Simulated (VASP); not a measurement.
Output of a VASP run:

### OSZICAR
```
       N       E                     dE             d eps       ncg     rms          rms(c)
DAV:   1     0.661869557981E+02    0.66187E+02   -0.52835E+03   846   0.102E+03
DAV:   2     0.171501193034E+01   -0.64472E+02   -0.64171E+02   873   0.226E+02
DAV:   3     0.513397505276E+00   -0.12016E+01   -0.11970E+01  1325   0.340E+01
DAV:   4     0.461093496449E+00   -0.52304E-01   -0.52256E-01  1273   0.518E+00
DAV:   5     0.460519784229E+00   -0.57371E-03   -0.57326E-03  1436   0.456E-01    0.218E+00
DAV:   6     0.462665480329E+00    0.21457E-02   -0.12736E-02  1087   0.133E+00    0.134E+00
DAV:   7     0.460681113540E+00   -0.19844E-02   -0.20898E-02   922   0.181E+00    0.102E-01
DAV:   8     0.461006078330E+00    0.32496E-03   -0.19990E-03   987   0.483E-01    0.266E-02
DAV:   9     0.460957028950E+00   -0.49049E-04   -0.18665E-04  1346   0.106E-01    0.111E-02
DAV:  10     0.460960689902E+00    0.36610E-05   -0.24045E-05  1096   0.521E-02    0.121E-03
DAV:  11     0.460961059886E+00    0.36998E-06   -0.91702E-07   991   0.882E-03
   1 F= 0.46096106E+00 E0= 0.46088277E+00  d E =0.460961E+00
       N       E                     dE             d eps       ncg     rms          rms(c)
DAV:   1     0.318123479448E+00   -0.14284E+00   -0.39174E+00   906   0.234E+01    0.227E+00
DAV:   2     0.429289498837E+00    0.11117E+00   -0.33959E-01   890   0.750E+00    0.114E+00
DAV:   3     0.456833279310E+00    0.27544E-01   -0.20727E-01  1118   0.417E+00    0.350E-01
DAV:   4     0.455580584666E+00   -0.12527E-02   -0.15048E-02  1016   0.142E+00    0.180E-01
DAV:   5     0.453090520284E+00   -0.24901E-02   -0.35568E-03  1287   0.302E-01    0.917E-02
DAV:   6     0.452839643764E+00   -0.25088E-03   -0.38675E-04  1420   0.143E-01    0.333E-02
DAV:   7     0.452846617015E+00    0.69733E-05   -0.27503E-05  1039   0.629E-02    0.348E-03
DAV:   8     0.452848162250E+00    0.15452E-05   -0.14804E-05  1342   0.201E-02    0.398E-04
DAV:   9     0.452848032511E+00   -0.12974E-06   -0.91032E-08   497   0.306E-03
   2 F= 0.45284803E+00 E0= 0.45291636E+00  d E =-.811303E-02
       N       E                     dE             d eps       ncg     rms          rms(c)
DAV:   1     0.416072930391E+00   -0.36775E-01   -0.10542E+00   888   0.123E+01    0.116E+00
DAV:   2     0.445228165584E+00    0.29155E-01   -0.94539E-02   888   0.391E+00    0.598E-01
DAV:   3     0.452716896087E+00    0.74887E-02   -0.57571E-02  1122   0.219E+00    0.197E-01
DAV:   4     0.452443228159E+00   -0.27367E-03   -0.40648E-03   956   0.772E-01    0.923E-02
DAV:   5     0.451729236993E+00   -0.71399E-03   -0.12311E-03  1299   0.181E-01    0.444E-02
DAV:   6     0.451676071607E+00   -0.53165E-04   -0.98940E-05  1410   0.654E-02    0.162E-02
DAV:   7     0.451686657112E+00    0.10586E-04   -0.20513E-05  1001   0.556E-02    0.165E-02
DAV:   8     0.451681951533E+00   -0.47056E-05   -0.23874E-05  1365   0.416E-02    0.719E-04
DAV:   9     0.451681788342E+00   -0.16319E-06   -0.80088E-08   446   0.252E-03
   3 F= 0.45168179E+00 E0= 0.45184831E+00  d E =-.927927E-02
```

### OUTCAR
```
------------------------ aborting loop because EDIFF is reached ----------------------------------------
  FORCE on cell =-STRESS in cart. coord.  units (eV):
  Direction    XX          YY          ZZ          XY          YZ          ZX
  --------------------------------------------------------------------------------------
  Total       -0.0047762     -0.0047762     -0.0047762      0.0000000      0.0000000      0.0000000
  in kB       -0.1876439     -0.1876439     -0.1876439      0.0000000      0.0000000      0.0000000
  external PRESSURE =      -0.1876439 kB  Pullay stress =       0.0000000 kB
  volume of cell :       40.78
      direct lattice vectors                 reciprocal lattice vectors
    -0.000000000  2.731969956  2.731969956    -0.183018118  0.183018118  0.183018118
     2.731969956 -0.000000000  2.731969956     0.183018118 -0.183018118  0.183018118
     2.731969956  2.731969956 -0.000000000     0.183018118  0.183018118 -0.183018118
 POSITION                                       TOTAL-FORCE (eV/Angst)
 -----------------------------------------------------------------------------------
      0.00000      0.00000     -0.00000        -0.000000     -0.000000     -0.000000
 -----------------------------------------------------------------------------------
    total drift:                               -0.000000     -0.000000      0.000000
  FREE ENERGIE OF THE ION-ELECTRON SYSTEM (eV)
  ---------------------------------------------------
  free  energy   TOTEN  =         0.4516817883 eV

  energy  without entropy=        0.4521813535  energy(sigma->0) =        0.45184831

 reached required accuracy - stopping structural energy minimisation
```
(Selected blocks of OUTCAR.)

**POSCAR**
```
Ca
1
    0.0000000000     2.7900000000     2.7900000000
    2.7900000000     0.0000000000     2.7900000000
    2.7900000000     2.7900000000     0.0000000000
Ca
1
Direct
  0.0000000000   0.0000000000   0.0000000000
```

Reconstruct the remaining input files.

One answer among several that fit: the input of the run itself, optB86b-vdW, plane waves, VASP's PBE PAW potentials (set 64).

INCAR:
```
AGGAC = 0.0
ALGO = Normal
EDIFF = 1E-6
EDIFFG = -0.01
ENCUT = 520
GGA = MK
IBRION = 2
ISIF = 3
ISMEAR = 1
LASPH = T
LCHARG = F
LREAL = F
LUSE_VDW = T
LWAVE = F
NELM = 100
NSW = 60
PARAM1 = 0.1234
PARAM2 = 1.0
PREC = Accurate
SIGMA = 0.1
SYSTEM = Ca
```

**KPOINTS**
```
Automatic mesh
0
Gamma
10 10 10
0 0 0
```

POTCAR, in this order: Ca_sv (PBE.64 set). Program: vasp_std.

Energy and stress use the plane-wave basis of the starting cell.

The compound is Ca in the fcc structure. This run relaxes it. Symmetry was kept, so distortions that lower it aren't found.
